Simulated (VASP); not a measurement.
Input:

```xyz
3
Lattice="0.0000 2.6809 2.6809 2.6809 0.0000 2.6809 2.6809 2.6809 0.0000" Properties=species:S:1:pos:R:3 pbc="T T T"
Ce     0.0000     0.0000     0.0000
O      1.3405     1.3405     1.3405
O      4.0214     4.0214     4.0214
```

Level of theory: LDA (Ceperley-Alder, Perdew-Zunger), VASP's LDA PAW potentials (set 64) (plane waves; VASP). Settings: 520 eV cut-off, 7×7×7 Γ-centred mesh, Gaussian smearing of 0.050 eV, potentials Ce O.

Estimate the energy per atom (σ→0).

```yaml
energy per atom (σ→0): -9618 meV/atom
```

The compound is CeO2 in the fluorite structure. It was relaxed first. The start is the result of an earlier pass. The run is not spin-polarised, so no magnetic state was tried.
